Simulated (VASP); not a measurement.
These are PBEsol GGA, VASP's PBE PAW potentials (set 64) (plane waves; VASP) values and carry that method's errors.

VASP input:

**INCAR**
```
! general
SYSTEM  = Lu
PREC    = Accurate
ENCUT   = 400   ! plane-wave cut-off (eV)
LREAL   = .False.
LASPH   = .True.

! electronic loop
EDIFF   = 1E-7   ! SCF stop (eV)
NELM    = 100   ! most electronic steps
ALGO    = Normal   ! blocked Davidson
LMAXMIX = 6

! smearing
ISMEAR  = -5   ! tetrahedra, Bloechl

! functional
GGA     = PS   ! PBEsol

! ions
ISIF    = 2

! output
LWAVE   = .False.
LCHARG  = .True.
LORBIT  = 11   ! lm-projected
NEDOS   = 601   ! DOS grid
```

**KPOINTS**
```
Automatic mesh
0
Gamma
15 15 15
0 0 0
```

**POSCAR**
```
Lu
1
    0.0000000000     2.3990642641     2.3990642641
    2.3990642641     0.0000000000     2.3990642641
    2.3990642641     2.3990642641     0.0000000000
Lu
1
Direct
  0.0000000000   0.0000000000   0.0000000000
```

POTCAR, in this order: Lu_3 (PBE.64 set). Program: vasp_std.

Problem. Predict the energy per atom (σ→0), band gap (on the k-mesh).

Solution. 
* **energy per atom (σ→0)**: -4.835 eV/atom
* **band gap (on the k-mesh)**: none (metal, semimetal or under 0.01 eV)

### OSZICAR
```
...
DAV:   6    -0.482981622207E+01    0.34772E-02   -0.17059E-02  3168   0.315E+00    0.105E+01
DAV:   7    -0.483474437856E+01   -0.49282E-02   -0.28391E-02  3120   0.410E+00    0.245E-01
DAV:   8    -0.483454505353E+01    0.19933E-03   -0.10585E-03  3064   0.504E-01    0.462E-02
DAV:   9    -0.483454727537E+01   -0.22218E-05   -0.23374E-05  3416   0.665E-02    0.898E-03
DAV:  10    -0.483454499779E+01    0.22776E-05   -0.28710E-06  3112   0.325E-02    0.629E-03
DAV:  11    -0.483454511993E+01   -0.12215E-06   -0.12814E-07  1680   0.584E-03    0.606E-04
DAV:  12    -0.483454518376E+01   -0.63830E-07   -0.25443E-08  1296   0.339E-03
   1 F= -.48345452E+01 E0= -.48345452E+01  d E =0.000000E+00
```

The structure was generated: Lu was put into the fcc type (Fm-3m), which need not be its known phase. It was relaxed first, which changed the volume by -7 %.
